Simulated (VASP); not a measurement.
Given:

```xyz
3
Lattice="1.9037 -3.2974 0.0000 1.9037 3.2974 0.0000 0.0000 0.0000 5.8836" Properties=species:S:1:pos:R:3 pbc="T T T"
Sn     0.0000     0.0000     0.0000
Se     1.9037     1.0991     1.5775
Se     1.9037    -1.0991     4.3060
```

All values below come from LDA (Ceperley-Alder, Perdew-Zunger), VASP's LDA PAW potentials (set 64) (plane waves; VASP). Settings: 500 eV cut-off, 7×7×4 Γ-centred mesh, Gaussian smearing of 0.050 eV, potentials Sn_d Se.

Energy and stress use the plane-wave basis of the starting cell.

Question: The ions, cell shape and volume at an external pressure of 5.0 GPa are relaxed. Predict the relaxed structure.

Answer: 
```xyz
3
Lattice="1.8841 -3.2634 0.0000 1.8841 3.2634 0.0000 0.0000 0.0000 5.3825" Properties=species:S:1:pos:R:3 pbc="T T T"
Sn     0.0000     0.0000     0.0000
Se     1.8841     1.0878     1.5794
Se     1.8841    -1.0878     3.8030
```
Space group P-3m1 (164), at a tolerance of 0.03 Å.

Question: How do energy and volume change from the first to the last step?

Answer: The energy (σ→0) changes by +33.9 meV/atom and the volume by -10.4 %, in 17 ionic steps.

| step | E(σ→0) (eV) | max force (eV/Å) | pressure (GPa) | volume (Å³) |
|---|---|---|---|---|
| 1 | -13.7893 | 0.007 | -0.08 | 73.87 |
| 2 | -13.5411 | 1.091 | 11.15 | 65.83 |
| 3 | -13.7287 | 0.507 | 4.94 | 69.63 |
| 4 | -13.7265 | 0.341 | 4.96 | 68.96 |
| 5 | -13.6999 | 0.014 | 5.12 | 67.65 |
| 6 | -13.7034 | 0.005 | 5.01 | 67.38 |
| 7 | -13.7020 | 0.146 | 4.91 | 66.86 |
| 8 | -13.6537 | 0.001 | 5.57 | 65.65 |
| 9 | -13.6928 | 0.122 | 5.12 | 66.42 |
| 10 | -13.6968 | 0.117 | 4.21 | 66.57 |
| 11 | -13.6959 | 0.021 | 4.76 | 66.48 |
| 12 | -13.6787 | 0.003 | 5.41 | 65.92 |
| 13 | -13.6861 | 0.007 | 5.13 | 66.15 |
| 14 | -13.6903 | 0.044 | 4.85 | 66.28 |
| 15 | -13.6885 | 0.021 | 5.00 | 66.22 |
| 16 | -13.6886 | 0.023 | 4.96 | 66.23 |
| 17 | -13.6875 | 0.017 | 5.06 | 66.19 |

The compound is SnSe2 in the 1T layered structure. This run relaxes it under an external pressure of 5 GPa. Symmetry was kept, so distortions that lower it aren't found.
